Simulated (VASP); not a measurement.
```xyz
2
Lattice="0.0000 2.2672 2.2672 2.2672 0.0000 2.2672 2.2672 2.2672 0.0000" Properties=species:S:1:pos:R:3 pbc="T T T"
Hf     0.0000     0.0000     0.0000
N      2.2672     2.2672     2.2672
```

These are PBE GGA, VASP's PBE PAW potentials (set 64) (plane waves; VASP 6.6.1) values and carry that method's errors. Numerical set-up: 520 eV cut-off, Gaussian smearing of 0.050 eV, potentials Hf_pv N.

Question: Give the energies of bands 5 to 10 at the high-symmetry points, in eV from the Fermi level.

Answer: 
| band | Γ | X | U | L | W |
|---|---|---|---|---|---|
| 5 | -3.04 | -5.44 | -6.34 | -8.85 | -6.15 |
| 6 | -3.04 | -3.79 | -5.55 | -6.16 | -5.48 |
| 7 | -3.04 | -3.72 | -4.96 | -6.16 | -5.48 |
| 8 | -0.37 | -3.72 | -0.87 | 3.20 | 1.08 |
| 9 | -0.37 | 4.01 | 3.79 | 3.62 | 1.08 |
| 10 | -0.37 | 5.41 | 4.36 | 3.62 | 5.40 |

It has no gap at this level: it comes out as a metal or semimetal.

The compound is HfN in the rock salt structure. It was relaxed first. The electron count is odd and the run is not spin-polarised, which forces a metal.
